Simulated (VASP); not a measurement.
Input:

```cif
data_AlCo
_chemical_formula_sum 'Al1 Co1'
_space_group_name_H-M_alt 'P 1'
_space_group_IT_number 1
_cell_length_a 2.82053
_cell_length_b 2.82053
_cell_length_c 2.82053
_cell_angle_alpha 90.000
_cell_angle_beta 90.000
_cell_angle_gamma 90.000
loop_
_space_group_symop_operation_xyz
  'x, y, z'
loop_
_atom_site_label
_atom_site_type_symbol
_atom_site_fract_x
_atom_site_fract_y
_atom_site_fract_z
_atom_site_occupancy
Al1 Al 0.50000 0.50000 0.50000 1
Co1 Co 0.00000 0.00000 0.00000 1
```

All values below come from r2SCAN meta-GGA, VASP's PBE PAW potentials (set 64) (plane waves; VASP 6.6.1). Settings: 480 eV cut-off, 12×12×12 Γ-centred mesh, first-order Methfessel-Paxton smearing of 0.10 eV, potentials Al Co.

Each relaxation starts from this cell; other phases were not tried.

### Question
The cell is relaxed at 15 GPa. What happens?

### Answer
The volume per atom goes from 11.22 to 10.52 Å³ (-6.2 %), and the cell becomes a = b = c = 2.761 Å, α = β = γ = 90.00°, space group Pm-3m.

### Question
The cell is relaxed at 30 GPa. What happens?

### Answer
The volume per atom goes from 11.22 to 9.99 Å³ (-11.0 %), and the cell becomes a = b = c = 2.7132 Å, α = β = γ = 90.00°, space group Pm-3m.

Failed runs are left out, and for metals the shear rows, which the mesh's noise covers.

The compound is CoAl in the CsCl type structure. The run is not spin-polarised, so no magnetic state was tried.
